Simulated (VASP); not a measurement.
All values below come from LDA (Ceperley-Alder, Perdew-Zunger), VASP's LDA PAW potentials (set 64) (plane waves; VASP).

VASP input:

File POSCAR:
```
HfO2
1
    0.0000000000     2.4201151644     2.4201151644
    2.4201151644     0.0000000000     2.4201151644
    2.4201151644     2.4201151644    -0.0000000000
Hf O
1 2
Direct
  0.0000000000   0.0000000000   0.0000000000
  0.2500000000   0.2500000000   0.2500000000
  0.7500000000   0.7500000000   0.7500000000
```

**KPOINTS**
```
Automatic mesh
0
Gamma
8 8 8
0 0 0
```

INCAR:
```
ALGO  =  Normal
EDIFF  =  1E-6
EDIFFG  =  -0.02
ENCUT  =  620
IBRION  =  2
ISIF  =  3
ISMEAR  =  0
LASPH  =  .True.
LCHARG  =  .False.
LMAXMIX  =  6
LREAL  =  .False.
LWAVE  =  .False.
NELM  =  100
NSW  =  40
PREC  =  Accurate
PSTRESS  =  300
SIGMA  =  0.05
SYSTEM  =  HfO2
```

POTCAR, in this order: Hf_pv O (LDA.64 set). Program: vasp_std.

Output

File OUTCAR:
```
 ion  position               nearest neighbor table
   1  0.000  0.000  0.000-   3 2.10   3 2.10   3 2.10   2 2.10   2 2.10   2 2.10   3 2.10   2 2.10
  LATTYP: Found a face centered cubic cell.
 ALAT       =     4.8402303288
 Subroutine PRICEL returns:
 Original cell was already a primitive cell.
 Subroutine GETGRP returns: Found 48 space group operations
The static configuration has the point symmetry O_h .
The dynamic configuration has the point symmetry O_h .
 Subroutine INISYM returns: Found 48 space group operations
 Subroutine IBZKPT returns following result:
 Found     29 irreducible k-points:

 Following reciprocal coordinates:
            Coordinates               Weight
  0.000000  0.000000  0.000000      1.000000
  0.125000  0.000000  0.000000      8.000000
  0.250000  0.000000  0.000000      8.000000
  0.375000  0.000000  0.000000      8.000000
  0.500000  0.000000  0.000000      4.000000
  0.125000  0.125000  0.000000      6.000000
  0.250000  0.125000  0.000000     24.000000
  0.375000  0.125000  0.000000     24.000000
  0.500000  0.125000  0.000000     24.000000
 -0.375000  0.125000  0.000000     24.000000
 -0.250000  0.125000  0.000000     24.000000
 -0.125000  0.125000  0.000000     12.000000
  0.250000  0.250000  0.000000      6.000000
  0.375000  0.250000  0.000000     24.000000
  0.500000  0.250000  0.000000     24.000000
 -0.375000  0.250000  0.000000     24.000000
 -0.250000  0.250000  0.000000     12.000000
  0.375000  0.375000  0.000000      6.000000
  0.500000  0.375000  0.000000     24.000000
 -0.375000  0.375000  0.000000     12.000000
  0.500000  0.500000  0.000000      3.000000
  0.375000  0.250000  0.125000     24.000000
  0.500000  0.250000  0.125000     48.000000
 -0.375000  0.250000  0.125000     24.000000
  0.500000  0.375000  0.125000     24.000000
 -0.375000  0.375000  0.125000     48.000000
 -0.250000  0.375000  0.125000     24.000000
 -0.375000  0.500000  0.125000     12.000000
 -0.250000  0.500000  0.250000      6.000000
   k-points           NKPTS =     29   k-points in BZ     NKDIM =     29   number of bands    NBANDS=     15
   number of dos      NEDOS =    301   number of ions     NIONS =      3
   total plane-waves  NPLWV =  21952
   dimension x,y,z NGX =    28 NGY =   28 NGZ =   28
   dimension x,y,z NGXF=    56 NGYF=   56 NGZF=   56
   ions per type =               1   2
   PREC   = accura    normal or accurate (medium, high low for compatibility)
   ISTART =      0    job   : 0-new  1-cont  2-samecut
   ICHARG =      2    charge: 1-file 2-atom 10-const
   ISPIN  =      1    spin polarized calculation?
   LNONCOLLINEAR =      F non collinear calculations
   LSORBIT =      F    spin-orbit coupling
   INIWAV =      1    electr: 0-lowe 1-rand  2-diag
   ENCUT  =  620.0 eV  45.57 Ry    6.75 a.u.   6.95  6.95  6.95*2*pi/ulx,y,z
   NELM   =    100;   NELMIN=  2; NELMDL= -5     # of ELM steps
   EDIFF  = 0.1E-05   stopping-criterion for ELM
   LREAL  =      F    real-space projection
   NLSPLINE    = F    spline interpolate recip. space projectors
   LMAXMIX     =    6 max onsite mixed and CHGCAR
   VOSKOWN=      0    Vosko Wilk Nusair interpolation
   EDIFFG = -.2E-01   stopping-criterion for IOM
   NSW    =     40    number of steps for IOM
   NBLOCK =      1;   KBLOCK =     40    inner block; outer block
   IBRION =      2    ionic relax: 0-MD 1-quasi-New 2-CG
   NFREE  =      1    steps in history (QN), initial steepest desc. (CG)
   ISIF   =      3    stress and relaxation
   ISYM   =      2    0-nonsym 1-usesym 2-fastsym
   TEIN   =    0.0    initial temperature
   TEBEG  =    0.0;   TEEND  =   0.0 temperature during run
   SMASS  =  -3.00    Nose mass-parameter (am)
   PSTRESS=  300.0 pullay stress
...
```

OSZICAR:
```
       N       E                     dE             d eps       ncg     rms          rms(c)
DAV:   1     0.109627383217E+03    0.10963E+03   -0.14593E+04   870   0.170E+03
DAV:   2    -0.348667966472E+02   -0.14449E+03   -0.13926E+03  1123   0.347E+02
DAV:   3    -0.383562068487E+02   -0.34894E+01   -0.34874E+01  1087   0.537E+01
DAV:   4    -0.383724192275E+02   -0.16212E-01   -0.16211E-01  1129   0.389E+00
DAV:   5    -0.383725316556E+02   -0.11243E-03   -0.11243E-03  1038   0.298E-01    0.674E+01
DAV:   6    -0.330203062099E+02    0.53522E+01   -0.26696E+01   919   0.396E+01    0.549E+01
DAV:   7    -0.328944018982E+02    0.12590E+00   -0.64727E-01  1059   0.794E+00    0.314E+01
DAV:   8    -0.328570707476E+02    0.37331E-01   -0.87087E-02  1115   0.328E+00    0.442E+00
DAV:   9    -0.328524772415E+02    0.45935E-02   -0.18016E-02  1038   0.122E+00    0.168E+00
DAV:  10    -0.328521997789E+02    0.27746E-03   -0.22038E-03  1136   0.394E-01    0.147E-01
DAV:  11    -0.328521927237E+02    0.70551E-05   -0.14920E-04   961   0.107E-01    0.909E-02
DAV:  12    -0.328521918207E+02    0.90298E-06   -0.55371E-06  1192   0.212E-02
   1 F= -.27543974E+02 E0= -.27543974E+02  d E =-.275440E+02
```

**OUTCAR**
```
------------------------ aborting loop because EDIFF is reached ----------------------------------------
  FORCE on cell =-STRESS in cart. coord.  units (eV):
  Direction    XX          YY          ZZ          XY          YZ          ZX
  --------------------------------------------------------------------------------------
  Total        5.2658420      5.2658420      5.2658420     -0.0000000      0.0000000     -0.0000000
  in kB      297.6050601    297.6050601    297.6050601     -0.0000000      0.0000000     -0.0000000
  external PRESSURE =      -2.3949399 kB  Pullay stress =     300.0000000 kB
  volume of cell :       28.35
      direct lattice vectors                 reciprocal lattice vectors
     0.000000000  2.420115164  2.420115164    -0.206601738  0.206601738  0.206601738
     2.420115164  0.000000000  2.420115164     0.206601738 -0.206601738  0.206601738
     2.420115164  2.420115164  0.000000000     0.206601738  0.206601738 -0.206601738
 POSITION                                       TOTAL-FORCE (eV/Angst)
 -----------------------------------------------------------------------------------
      0.00000      0.00000      0.00000        -0.000000     -0.000000      0.000000
      1.21006      1.21006      1.21006         0.000000      0.000000      0.000000
      3.63017      3.63017      3.63017        -0.000000     -0.000000     -0.000000
 -----------------------------------------------------------------------------------
    total drift:                                0.000000      0.000000      0.000000
  FREE ENERGIE OF THE ION-ELECTRON SYSTEM (eV)
  ---------------------------------------------------
  free  energy   TOTEN  =       -32.8521918207 eV

  energy  without entropy=      -32.8521918207  energy(sigma->0) =      -32.85219182
  enthalpy is  TOTEN    =       -27.5439736189 eV   P V=        5.3082182018

 reached required accuracy - stopping structural energy minimisation
```
(Selected blocks of OUTCAR.)

File OUTCAR:
```
 val. band max:        5.3432934702   @ k =   0.5000   0.5000   0.0000

 cond. band min:       9.3044716797   @ k =   0.5000   0.5000   0.0000


 Fermi energy:         5.6625701681

 k-point     1 :       0.0000    0.0000    0.0000
  band No.  band energies     occupation
      1     -23.5566      2.00000
      2     -23.5566      2.00000
      3     -23.5566      2.00000
      4     -14.0517      2.00000
      5     -10.1386      2.00000
      6      -0.9892      2.00000
      7      -0.9892      2.00000
      8      -0.9892      2.00000
      9       4.6592      2.00000
     10       4.6592      2.00000
     11       4.6592      2.00000
     12       9.3208      0.00000
     13       9.3208      0.00000
     14      12.1576      0.00000
     15      17.5689      0.00000

 k-point     2 :       0.1250    0.0000    0.0000
  band No.  band energies     occupation
      1     -23.6948      2.00000
      2     -23.5706      2.00000
      3     -23.5706      2.00000
      4     -13.7442      2.00000
      5     -10.3918      2.00000
      6      -0.8078      2.00000
      7      -0.8078      2.00000
      8      -0.4287      2.00000
      9       4.1978      2.00000
     10       4.3002      2.00000
     11       4.3002      2.00000
     12       9.7247      0.00000
     13       9.7247      0.00000
     14      12.7334      0.00000
     15      16.6044      0.00000

 k-point     3 :       0.2500    0.0000    0.0000
  band No.  band energies     occupation
      1     -24.0036      2.00000
      2     -23.6041      2.00000
      3     -23.6041      2.00000
      4     -13.0647      2.00000
      5     -10.8272      2.00000
      6      -0.3700      2.00000
      7      -0.3700      2.00000
      8       0.8206      2.00000
      9       3.2607      2.00000
     10       3.7007      2.00000
     11       3.7007      2.00000
     12      10.3091      0.00000
     13      10.3091      0.00000
     14      13.1237      0.00000
     15      16.0156      0.00000
...
```

Unless said otherwise, spin-orbit coupling is left out, though it shifts the bands of the heavy elements here.

The compound is HfO2 in the fluorite structure, the high-temperature cubic form, which is unstable at 0 K; the monoclinic form is the stable one. It was relaxed first under an external pressure of 30 GPa.
